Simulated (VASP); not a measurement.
Data:

```
CoTmC2
1.0
    3.43464     0.00000     0.00000
    0.00000     2.22643     2.93741
    0.00000    -2.22643     2.93741
Tm Co C
1 1 2
Direct
  0.00000   0.99333   0.99333
  0.50000   0.60937   0.60937
  0.50000   0.14341   0.45370
  0.50000   0.45370   0.14341
```

Calculation: PBEsol GGA, VASP's PBE PAW potentials (set 64) (plane waves; VASP 6.6.1). Settings: 520 eV cut-off, Gaussian smearing of 0.050 eV, potentials Tm_3 Co C.

The 4f electrons are frozen in the core of the lanthanide potential, so 4f levels, which can set the real gap, and their magnetism are missing.

**Question.** Give the energies of bands 6 to 16 at the high-symmetry points, in eV from the Fermi level.

**Answer.** 
| band | Γ | Y | C0 | Z | A0 | T | S | R |
|---|---|---|---|---|---|---|---|---|
| 6 | -6.54 | -7.36 | -7.17 | -6.95 | -6.21 | -6.98 | -5.51 | -6.04 |
| 7 | -4.80 | -5.89 | -5.30 | -5.75 | -5.53 | -5.59 | -4.41 | -5.46 |
| 8 | -3.46 | -4.88 | -4.86 | -5.25 | -4.85 | -4.74 | -4.34 | -4.62 |
| 9 | -3.05 | -2.83 | -2.66 | -2.76 | -2.75 | -2.97 | -3.44 | -3.23 |
| 10 | -1.63 | -2.73 | -2.37 | -2.25 | -2.51 | -2.47 | -2.18 | -2.33 |
| 11 | -1.51 | -2.53 | -2.17 | -1.85 | -1.38 | -1.04 | -1.69 | -1.80 |
| 12 | -1.29 | -1.04 | -1.40 | -0.57 | -0.93 | -0.73 | -1.01 | -0.62 |
| 13 | -0.20 | 0.05 | 0.07 | 0.07 | -0.49 | -0.48 | -0.54 | -0.43 |
| 14 | 1.23 | 2.41 | 1.57 | 0.59 | 0.16 | -0.08 | 1.01 | -0.07 |
| 15 | 1.58 | 2.69 | 2.58 | 1.49 | 2.45 | 2.56 | 2.24 | 3.36 |
| 16 | 2.33 | 3.38 | 3.43 | 2.67 | 4.64 | 5.09 | 3.23 | 3.77 |

It has no gap at this level: it comes out as a metal or semimetal.

The structure comes from a computed database's TmCoC2 entry (Amm2); how it stands against other phases isn't given here. It was relaxed first. The run is not spin-polarised, so no magnetic state was tried.
